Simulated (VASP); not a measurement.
# BiRu: structure and properties in VASP, part 3 of 4

Aim: relax BiRu, then compute properties on the relaxed cell. The cell is invented: it takes the structure of COD entry 1538201, LuPd (space group 221 there), with all of its atoms replaced by other elements, volume scaled by an estimate. It may not be a known or stable phase.

VASP 6.6.1; PBE with D3; plane waves and PAW (Bi_d, Ru_pv); invented cell.

Still holding for the runs below: This run has no spin polarisation. Its electron count is odd, so without a moment it is a metal by construction.

So far. Step 3 (Full relaxation (PBE + D3)): It ends with forces that vanish by symmetry and a pressure of -0.01 GPa. Step 4 (Density, ELF and potential (PBE + D3)): In this run the pressure is -0.01 GPa, small enough to go on; single stress components reach 0.01 GPa. The relaxed cell has a = 3.360 Å (conventional setting).

The structure was built from a prototype and need not be the compound's stable phase.

**5. Bands along the symmetry lines (PBE + D3)**

Levels along the symmetry lines show where the bands peak and cross; KPOINTS_OPT computes them in the converged potential.

Contents of INCAR:

```
SYSTEM = BiRu
PREC = Accurate
ENCUT = 400
EDIFF = 1E-06
NELM = 100
ISMEAR = 0
SIGMA = 0.05
LREAL = .FALSE.
ALGO = Normal
GGA = PE
IVDW = 11
NBANDS = 26
LORBIT = 11
LWAVE = .FALSE.
LCHARG = .FALSE.
```

Contents of POSCAR:

```
BiRu
1.0
    3.3595797167      0.0000000000      0.0000000000
    0.0000000000      3.3595797167      0.0000000000
    0.0000000000      0.0000000000      3.3595797167
Bi Ru
1 1
Direct
    0.0000000000      0.0000000000      0.0000000000
    0.5000000000      0.5000000000      0.5000000000
```

Contents of KPOINTS:

```
Automatic mesh
0
Gamma
8 8 8
0 0 0
```

Contents of KPOINTS_OPT:

```
Line mode
16
Line-mode
Reciprocal
  0.00000000   0.00000000   0.00000000 GAMMA
  0.00000000   0.50000000   0.00000000 X

  0.00000000   0.50000000   0.00000000 X
  0.50000000   0.50000000   0.00000000 M

  0.50000000   0.50000000   0.00000000 M
  0.00000000   0.00000000   0.00000000 GAMMA

  0.00000000   0.00000000   0.00000000 GAMMA
  0.50000000   0.50000000   0.50000000 R

  0.50000000   0.50000000   0.50000000 R
  0.00000000   0.50000000   0.00000000 X

  0.50000000   0.50000000   0.00000000 M
  0.50000000   0.50000000   0.50000000 R
```

Potentials, in the order of the species: Bi_d and Ru_pv (PBE family, release 64).

Run with:

```bash
mpirun -np 1 vasp_std
```

The program printed:

```text
[... set-up lines as in an earlier step ...]
 entering main loop
       N       E                     dE             d eps       ncg     rms          rms(c)
DAV:   1     0.264404026712E+03    0.26440E+03   -0.13053E+04  1910   0.117E+03
DAV:   2     0.283176077627E+01   -0.26157E+03   -0.25004E+03  1848   0.362E+02
DAV:   3    -0.118848033807E+02   -0.14717E+02   -0.14526E+02  2274   0.907E+01
DAV:   4    -0.122108007633E+02   -0.32600E+00   -0.32527E+00  2330   0.133E+01
DAV:   5    -0.122213241354E+02   -0.10523E-01   -0.10520E-01  2380   0.244E+00    0.664E+00
DAV:   6    -0.120900341209E+02    0.13129E+00   -0.76917E-01  2200   0.598E+00    0.266E+00
DAV:   7    -0.120433505957E+02    0.46684E-01   -0.24194E-01  2380   0.324E+00    0.219E+00
DAV:   8    -0.120289498554E+02    0.14401E-01   -0.53047E-02  2240   0.187E+00    0.260E-01
DAV:   9    -0.120282974921E+02    0.65236E-03   -0.26534E-03  2284   0.552E-01    0.344E-02
DAV:  10    -0.120282947825E+02    0.27096E-05   -0.65424E-05  2382   0.564E-02    0.205E-02
DAV:  11    -0.120282973429E+02   -0.25603E-05   -0.66024E-06  2454   0.240E-02    0.324E-03
DAV:  12    -0.120282972955E+02    0.47310E-07   -0.54486E-07  1256   0.684E-03
   1 F= -.12909627E+02 E0= -.12906608E+02  d E =-.603835E-02
 Start KPOINTS_OPT (optional k-point list driver)
k-point batch [1-35\96]
       N       E                     dE             ncg
DAV:   1     0.267497880324E+04   -0.19148E+05     1908
DAV:   2    -0.658628934054E+04   -0.92613E+04     1874
DAV:   3    -0.712914478882E+04   -0.54286E+03     2218
DAV:   4    -0.714166392829E+04   -0.12519E+02     2320
DAV:   5    -0.714209332626E+04   -0.42940E+00     2302
DAV:   6    -0.714210774257E+04   -0.14416E-01     2394
DAV:   7    -0.714210789988E+04   -0.15731E-03     2458
DAV:   8    -0.714210790254E+04   -0.26576E-05     1694
DAV:   9    -0.714210790283E+04   -0.28926E-06     1674
[...]
k-point batch [71-96\96]
       N       E                     dE             ncg
DAV:   1     0.119502210981E+05   -0.24105E+05     1378
DAV:   2     0.515237281029E+04   -0.67978E+04     1410
DAV:   3     0.477796095471E+04   -0.37441E+03     1678
DAV:   4     0.476973301938E+04   -0.82279E+01     1692
DAV:   5     0.476945054071E+04   -0.28248E+00     1792
DAV:   6     0.476944132951E+04   -0.92112E-02     1790
DAV:   7     0.476944121274E+04   -0.11677E-03     1902
DAV:   8     0.476944121184E+04   -0.90031E-06     1280
```

Wall time 67 s (1 MPI rank of AMD EPYC 7R43, shared host); peak memory 0.14 GiB.

Parts of OUTCAR (step 5):

```text
   k-points           NKPTS =     35   k-points in BZ     NKDIM =     35   number of bands    NBANDS=     26

   NELECT =      29.0000    total number of electrons

 E-fermi :  11.6601

 k-point     2 :       0.1250    0.0000    0.0000
  band No.  band energies     occupation
    ...
     11       8.6222      2.00000
     12      10.3409      2.00000
     13      10.3409      2.00000
     14      10.8280      2.00000
     15      11.6281      1.63429
     16      13.5779      0.00000
     17      13.5779      0.00000
     18      17.1274      0.00000
     19      20.7661      0.00000
     20      21.8798      0.00000
    ...

 Edisp (eV)   -0.88133

  Total      -0.00280    -0.00280    -0.00280    -0.00000     0.00000     0.00000
  in kB      -0.11838    -0.11838    -0.11838    -0.00000     0.00000     0.00000
  external pressure =       -0.12 kB  Pullay stress =        0.00 kB

  FREE ENERGIE OF THE ION-ELECTRON SYSTEM (eV)
  ---------------------------------------------------
  free  energy   TOTEN  =       -12.9096273020 eV

  energy  without entropy=      -12.9035889503  energy(sigma->0) =      -12.90660813

[... 10 parts as in an earlier step ...]

[... 7 further parts left out ...]
```

Spin-orbit coupling is off here; it can split and shift levels that hold much weight on Bi and Ru by tenths of an eV or more.

This step gave:

* bands: 26
* pressure: -0.01184 GPa

The electronic bands at the labelled points (eV, zero at the Fermi level; # counts the bands kept in this run):

| point | #3 | #4 | #5 | #6 | #7 | #8 | #9 | #10 |
| --- | --- | --- | --- | --- | --- | --- | --- | --- |
| Γ | -3.06 | -0.82 | -0.82 | -0.82 | 1.16 | 1.16 | 1.16 | 4.31 |
| 0.47 of the way | -2.99 | -1.94 | -1.94 | -0.85 | -0.62 | 3.18 | 3.18 | 6.30 |
| X | -2.89 | -2.68 | -2.68 | -0.89 | 0.15 | 6.23 | 6.23 | 6.79 |
| 0.53 of the way | -3.45 | -2.50 | -2.09 | -1.25 | 0.08 | 1.37 | 4.28 | 5.39 |
| M | -4.46 | -2.88 | -1.51 | -1.51 | -0.02 | 0.04 | 2.65 | 4.58 |
| 0.53 of the way | -3.64 | -2.37 | -1.97 | -1.16 | 0.34 | 0.53 | 4.13 | 7.33 |
| Γ | -3.06 | -0.82 | -0.82 | -0.82 | 1.16 | 1.16 | 1.16 | 4.31 |
| 0.53 of the way | -4.07 | -3.02 | -1.71 | -1.71 | -0.30 | 1.96 | 1.96 | 6.36 |
| R | -5.53 | -5.53 | 0.04 | 0.04 | 2.79 | 2.79 | 2.79 | 3.62 |
| 0.47 of the way | -4.32 | -1.75 | -1.48 | -1.18 | -0.80 | 0.37 | 3.87 | 4.84 |
| X | -2.89 | -2.68 | -2.68 | -0.89 | 0.15 | 6.23 | 6.23 | 6.79 |
| jump to M | -4.46 | -2.88 | -1.51 | -1.51 | -0.02 | 0.04 | 2.65 | 4.58 |
| 0.47 of the way | -5.04 | -2.31 | -1.89 | -0.17 | -0.17 | 0.01 | 2.64 | 3.93 |
| R | -5.53 | -5.53 | 0.04 | 0.04 | 2.79 | 2.79 | 2.79 | 3.62 |

Of the projections kept (Bi, Ru), the largest for each band there, as a share of the weight inside these atoms' spheres; weight between the spheres isn't counted:

| point | #3 | #4 | #5 | #6 | #7 | #8 | #9 | #10 |
| --- | --- | --- | --- | --- | --- | --- | --- | --- |
| Γ | Ru 0.96 | Ru 0.98 | Ru 0.98 | Ru 0.98 | Bi 0.86 | Bi 0.86 | Bi 0.86 | Ru 0.53 |
| X | Ru 1.00 | Ru 0.84 | Ru 0.84 | Ru 1.00 | Ru 0.96 | Bi 0.68 | Bi 0.68 | Bi 0.57 |
| M | Bi 0.83 | Ru 0.94 | Ru 0.96 | Ru 0.96 | Ru 1.00 | Ru 0.84 | Ru 0.89 | Bi 1.00 |
| Γ | Ru 0.96 | Ru 0.98 | Ru 0.98 | Ru 0.98 | Bi 0.86 | Bi 0.86 | Bi 0.86 | Ru 0.53 |
| R | Ru 0.58 | Ru 0.58 | Ru 1.00 | Ru 1.00 | Ru 0.61 | Ru 0.61 | Ru 0.61 | Ru 0.70 |
| X | Ru 1.00 | Ru 0.84 | Ru 0.84 | Ru 1.00 | Ru 0.96 | Bi 0.68 | Bi 0.68 | Bi 0.57 |

There is no gap at this level.

**6. Density of states (PBE + D3)**

A density of states needs more k-points than a total energy, and tetrahedra (ISMEAR = -5) or a smearing that fits the mesh; LORBIT projects the states on the PAW spheres. The mesh is finer than in the run before.

INCAR, as its differences from that of step 5:

```diff
@@ -5,3 +5,3 @@
 NELM = 100
-ISMEAR = 0
+ISMEAR = -5
 SIGMA = 0.05
@@ -15 +15,2 @@
 LCHARG = .FALSE.
+NEDOS = 2001
```

POSCAR is that of step 5.

Contents of KPOINTS:

```
Automatic mesh
0
Gamma
12 12 12
0 0 0
```

Run with:

```bash
mpirun -np 1 vasp_std
```

The program printed:

```text
[... set-up lines as in an earlier step ...]
 entering main loop
       N       E                     dE             d eps       ncg     rms          rms(c)
DAV:   1     0.269673481783E+03    0.26967E+03   -0.13199E+04  4568   0.117E+03
DAV:   2     0.262402508476E+01   -0.26705E+03   -0.25569E+03  4498   0.362E+02
DAV:   3    -0.118778422212E+02   -0.14502E+02   -0.14335E+02  5342   0.896E+01
DAV:   4    -0.122023699952E+02   -0.32453E+00   -0.32387E+00  5620   0.133E+01
DAV:   5    -0.122133379573E+02   -0.10968E-01   -0.10962E-01  5656   0.243E+00    0.661E+00
DAV:   6    -0.120842655198E+02    0.12907E+00   -0.70364E-01  5274   0.581E+00    0.268E+00
DAV:   7    -0.120410619603E+02    0.43204E-01   -0.25545E-01  5716   0.316E+00    0.220E+00
DAV:   8    -0.120266299098E+02    0.14432E-01   -0.51584E-02  5476   0.183E+00    0.261E-01
DAV:   9    -0.120260337162E+02    0.59619E-03   -0.25297E-03  5554   0.569E-01    0.343E-02
DAV:  10    -0.120260352115E+02   -0.14953E-05   -0.42498E-05  6334   0.581E-02    0.198E-02
DAV:  11    -0.120260359986E+02   -0.78715E-06   -0.66690E-06  6006   0.238E-02
   1 F= -.12907366E+02 E0= -.12907366E+02  d E =0.000000E+00
 -----------------------------------------------------------------------------
|                                                                             |
|           W    W    AA    RRRRR   N    N  II  N    N   GGGG   !!!           |
|           W    W   A  A   R    R  NN   N  II  NN   N  G    G  !!!           |
|           W    W  A    A  R    R  N N  N  II  N N  N  G       !!!           |
|           W WW W  AAAAAA  RRRRR   N  N N  II  N  N N  G  GGG   !            |
|           WW  WW  A    A  R   R   N   NN  II  N   NN  G    G                |
|           W    W  A    A  R    R  N    N  II  N    N   GGGG   !!!           |
|                                                                             |
|     Tetrahedron method does not include variations of the Fermi             |
|     occupations, so forces and stress will be inaccurate. We suggest        |
|     using a different smearing scheme ISMEAR = 1 or 2 for metals in         |
|     relaxations.                                                            |
|                                                                             |
 -----------------------------------------------------------------------------
```

Run time: 59 s. Hardware: 1 MPI rank; peak memory 0.15 GiB.

OUTCAR, selected parts (step 6):

```text
   k-points           NKPTS =     84   k-points in BZ     NKDIM =     84   number of bands    NBANDS=     26

   NELECT =      29.0000    total number of electrons

 E-fermi :  11.7025

 k-point     1 :       0.0000    0.0000    0.0000
  band No.  band energies     occupation
    ...
     10       8.6162      2.00000
     11       8.6162      2.00000
     12      10.8599      2.00000
     13      10.8599      2.00000
     14      10.8599      2.00000
     15      12.8157      0.00000
     16      12.8157      0.00000
     17      12.8157      0.00000
     18      15.9731      0.00000
     19      21.1046      0.00000
    ...

 Edisp (eV)   -0.88133

  Total      -0.03915    -0.03915    -0.03915     0.00000    -0.00000     0.00000
  in kB      -1.65408    -1.65408    -1.65408     0.00000    -0.00000     0.00000
  external pressure =       -1.65 kB  Pullay stress =        0.00 kB

  FREE ENERGIE OF THE ION-ELECTRON SYSTEM (eV)
  ---------------------------------------------------
  free  energy   TOTEN  =       -12.9073660050 eV

  energy  without entropy=      -12.9073660050  energy(sigma->0) =      -12.90736601

[... 7 parts as in an earlier step ...]

[... 10 further parts left out ...]
```

The DOS at the Fermi level is high for the number of transition-metal atoms. It is one value on this mesh and may be a narrow spike; if it stands, a magnetic instability is possible, which a run without spin can't show. With tetrahedra the forces and stress of a metal are not exact derivatives of the energy.

Numbers from this step:

| Property | Result |
| --- | --- |
| SCF cycles | 11 |
| irreducible k-points | 84 |
| Fermi energy | 11.70 eV |
| pressure | -0.1654 GPa |
| DOS at the Fermi level, one point of the energy grid | 4.281 states/eV/cell |

The density of states has structure finer than the step of the table below, so its rows give means over 0.5 eV, whole bins alone (the curve runs from -12.0 to 8.00 eV). Peaks (eV: height): total -3.10: 2.36, -2.37: 6.60, -1.38: 5.95, 0.06: 7.39; Ru d -3.10: 1.49, -2.40: 4.31, -1.38: 4.77, 0.06: 5.78; Bi p -5.18: 0.63, -2.37: 0.459, 3.61: 0.408, 4.59: 0.533; Bi s 0.06: 0.213.

States under -12.0 eV and over 8.0 eV are left out. Table of density of states by energy, zero at the Fermi level; means over each step; values in states/eV/cell:

| energy (eV) | total | Ru d | Bi p | Bi s |
| --- | --- | --- | --- | --- |
| -11.5 | 0.878 | 0.0326 | 0.0110 | 0.593 |
| -11.0 | 0.656 | 0.0373 | 0.00893 | 0.452 |
| -10.5 | 0.277 | 0.0164 | 0.00566 | 0.194 |
| -10.0 | 0.136 | 0.00773 | 0.00311 | 0.0984 |
| -9.5 | 0.0618 | 0.00291 | 0.00133 | 0.0470 |
| -9.0 | 0.0142 | 4.3e-4 | 2.0e-4 | 0.0114 |
| -8.5 | 0 | 0 | 0 | 0 |
| -8.0 | 0 | 0 | 0 | 0 |
| -7.5 | 0 | 0 | 0 | 0 |
| -7.0 | 0.105 | 0.00810 | 0.0299 | 9.4e-4 |
| -6.5 | 0.289 | 0.0246 | 0.0824 | 0.00383 |
| -6.0 | 0.469 | 0.0473 | 0.135 | 0.00739 |
| -5.5 | 1.10 | 0.204 | 0.318 | 0.0126 |
| -5.0 | 1.66 | 0.375 | 0.478 | 0.0194 |
| -4.5 | 1.13 | 0.302 | 0.313 | 0.0156 |
| -4.0 | 1.15 | 0.374 | 0.289 | 0.0134 |
| -3.5 | 1.30 | 0.587 | 0.235 | 0.0139 |
| -3.0 | 1.17 | 0.696 | 0.114 | 0.0172 |
| -2.5 | 3.60 | 2.29 | 0.278 | 0.0463 |
| -2.0 | 2.53 | 1.69 | 0.228 | 0.0224 |
| -1.5 | 3.11 | 2.37 | 0.0938 | 0.0185 |
| -1.0 | 2.25 | 1.81 | 0.0360 | 0.0135 |
| -0.5 | 1.13 | 0.760 | 0.0657 | 0.0587 |
| 0.0 | 3.03 | 2.25 | 0.185 | 0.120 |
| 0.5 | 1.34 | 0.828 | 0.138 | 0.0784 |
| 1.0 | 1.07 | 0.549 | 0.181 | 0.0507 |
| 1.5 | 0.787 | 0.312 | 0.182 | 0.0373 |
| 2.0 | 0.432 | 0.137 | 0.117 | 0.0251 |
| 2.5 | 0.496 | 0.159 | 0.136 | 0.0174 |
| 3.0 | 1.06 | 0.331 | 0.202 | 0.0126 |
| 3.5 | 1.12 | 0.363 | 0.279 | 0.00967 |
| 4.0 | 1.23 | 0.369 | 0.379 | 0.00723 |
| 4.5 | 1.36 | 0.295 | 0.476 | 0.00466 |
| 5.0 | 1.00 | 0.178 | 0.321 | 0.00454 |
| 5.5 | 0.667 | 0.103 | 0.159 | 0.00607 |
| 6.0 | 0.568 | 0.0682 | 0.0932 | 0.00833 |
| 6.5 | 0.607 | 0.0640 | 0.0765 | 0.0135 |
| 7.0 | 0.790 | 0.0746 | 0.0957 | 0.0268 |
| 7.5 | 0.896 | 0.0841 | 0.115 | 0.0262 |

The finer mesh and the other smearing move the Fermi level by +0.04 eV from the 8×8×8 run, a small shift, which tests the Fermi level alone. Of the states within 0.3 eV of the Fermi level, the largest shares in the PAW spheres are Ru d 74 % and Bi p 6 %. The rest lies in smaller channels or between the spheres.

**7. Bands along the symmetry lines (PBE + D3) with a changed input**

Levels along the symmetry lines show where the bands peak and cross; KPOINTS_OPT computes them in the converged potential. Some settings are moved from the usual, to see what they do.

Contents of INCAR:

```
SYSTEM = BiRu
PREC = Low
ENCUT = 400
EDIFF = 1E-06
NELM = 100
ISMEAR = 0
SIGMA = 0.05
LREAL = .FALSE.
ALGO = Normal
GGA = PE
IVDW = 11
NBANDS = 26
LORBIT = 11
LWAVE = .FALSE.
LCHARG = .FALSE.
ISYM = 1
```

POSCAR is that of step 6.

Contents of KPOINTS:

```
Automatic mesh
0
Monkhorst-Pack
8 8 8
0 0 0
```

KPOINTS_OPT is that of step 5.

Run with:

```bash
mpirun -np 1 vasp_std
```

The program printed:

```text
[... set-up lines as in an earlier step ...]
 entering main loop
       N       E                     dE             d eps       ncg     rms          rms(c)
DAV:   1     0.275439646777E+03    0.27544E+03   -0.13209E+04  1076   0.119E+03
DAV:   2     0.408695018707E+01   -0.27135E+03   -0.25965E+03  1050   0.369E+02
DAV:   3    -0.118279084648E+02   -0.15915E+02   -0.15660E+02  1292   0.934E+01
DAV:   4    -0.122050538861E+02   -0.37715E+00   -0.37625E+00  1356   0.141E+01
DAV:   5    -0.122174911100E+02   -0.12437E-01   -0.12433E-01  1296   0.257E+00    0.664E+00
DAV:   6    -0.120871265670E+02    0.13036E+00   -0.80427E-01  1204   0.605E+00    0.265E+00
DAV:   7    -0.120385653760E+02    0.48561E-01   -0.26439E-01  1360   0.327E+00    0.219E+00
DAV:   8    -0.120255042341E+02    0.13061E-01   -0.47881E-02  1296   0.176E+00    0.280E-01
DAV:   9    -0.120248786972E+02    0.62554E-03   -0.24743E-03  1338   0.553E-01    0.293E-02
DAV:  10    -0.120248840729E+02   -0.53758E-05   -0.35168E-05  1256   0.436E-02    0.189E-02
DAV:  11    -0.120248855366E+02   -0.14637E-05   -0.71259E-06  1428   0.247E-02    0.264E-03
DAV:  12    -0.120248857592E+02   -0.22254E-06   -0.51578E-07   742   0.859E-03
   1 F= -.12906216E+02 E0= -.12903502E+02  d E =-.542786E-02
 Start KPOINTS_OPT (optional k-point list driver)
k-point batch [1-20\96]
       N       E                     dE             ncg
DAV:   1     0.143402010643E+04   -0.71409E+04     1136
DAV:   2    -0.377462333971E+04   -0.52086E+04     1056
DAV:   3    -0.406505077475E+04   -0.29043E+03     1290
DAV:   4    -0.407159900476E+04   -0.65482E+01     1272
DAV:   5    -0.407180594268E+04   -0.20694E+00     1384
DAV:   6    -0.407181257591E+04   -0.66332E-02     1360
DAV:   7    -0.407181265870E+04   -0.82790E-04     1394
DAV:   8    -0.407181265939E+04   -0.68767E-06      966
[...]
k-point batch [81-96\96]
       N       E                     dE             ncg
DAV:   1     0.409942339934E+04   -0.15995E+05      880
DAV:   2     0.172625793987E+02   -0.40822E+04      848
DAV:   3    -0.197599773155E+03   -0.21486E+03     1030
DAV:   4    -0.202250848357E+03   -0.46511E+01     1054
DAV:   5    -0.202424053907E+03   -0.17321E+00     1150
DAV:   6    -0.202428592657E+03   -0.45387E-02     1110
DAV:   7    -0.202428659876E+03   -0.67219E-04     1204
DAV:   8    -0.202428660303E+03   -0.42646E-06      784
```

Elapsed: 32 s, on 1 MPI rank; peak memory 0.11 GiB.

(Part 3 of 4 ends here.)

[Lines on the potential files, build, host, timing and source positions are cut from VASP's logs without a mark.]

[Logs are printed without paths, hosts, clocks, repeated set-up lines and the standing remarks that a program may print on its own settings, such as how far it seeks lower states.]

[Hosts, paths, dates, database ids (printed as entryN), source tags and the programs' standing remarks are cut or masked in the printed files.]

[A measured line is paired with the nearest computed mode of its activity, which favours agreement.]

[In band tables of VASP the shares of atoms and orbitals are scaled to a sum of 1 inside the atoms' spheres.]
